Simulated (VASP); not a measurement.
Sr: relaxation of cell and atoms with LDA

Sr:

```
Sr
1.0
     0.00000    3.04235    3.04235
     3.04235    0.00000    3.04235
     3.04235    3.04235    0.00000
Sr
1
Cartesian
  0.0000 0.0000 0.0000
```

```
Program                : VASP 6.6.1
Task                   : relaxation of cell and atoms
Functional             : LDA
Potentials or basis    : VASP PAW LDA potentials, release 64 (Sr_sv)
Cutoff                 : 600 eV
k mesh                 : 12 × 12 × 12
Occupations            : methfessel-paxton, width 0.1 eV
Spin                   : no spin polarisation
Further INCAR settings : ALGO = Normal; EDIFF = 1e-06; IBRION = 2; EDIFFG = -0.01; NSW = 90; ISIF = 3
```

The relaxed volume is 48.56 Å³/atom. The relaxed cell is a = 4.095 Å, b = 4.095 Å, c = 4.095 Å, α = 60.00°, β = 60.00°, γ = 60.00°. The space group after relaxing (to 0.05 Å) is Fm-3m (No. 225), the energy gained by relaxing is 44.3 meV/atom and the ionic steps are 4. The pressure after relaxing is 0.0 GPa and the band gap on the k mesh is 0.05 eV, direct.

Step by step:
```csv
step,energy change (eV),largest force (eV/Å),pressure (GPa),volume (Å³)
1,0.0000,0.0000,-1.64,56.32
2,-0.0358,0.0000,-0.82,51.76
3,-0.0442,0.0000,-0.09,48.89
4,-0.0443,0.0000,0.03,48.56
```

Final structure:
```xyz
1
Lattice="0.0000 2.8957 2.8957 2.8957 0.0000 2.8957 2.8957 2.8957 0.0000" Properties=species:S:1:pos:R:3 pbc="T T T"
Sr    0.0000    2.8957    2.8957
```

Levels at points of the mesh, in eV from the valence-band top:
| k point | band 3 | band 4 | band 5 | band 6 | band 7 | band 8 |
| --- | --- | --- | --- | --- | --- | --- |
| (0.00, 0.00, 0.00) | -18.17 | -18.17 | -3.84 | 2.38 | 2.38 | 2.38 |
| (0.50, 0.00, 0.00) | -18.22 | -18.22 | -1.24 | 0.32 | 2.21 | 2.21 |
| (0.50, 0.50, 0.00) | -18.29 | -18.29 | -0.81 | 0.17 | 1.41 | 5.26 |

Wall time 67 s on 1 thread of Intel(R) Xeon(R) 6975P-C (Granite Rapids), on a shared host, peak memory 0.2 GiB.

Caveat: the volume moved by -14 % from the deposited cell, more than functionals usually miss. A k mesh can miss the band edges.
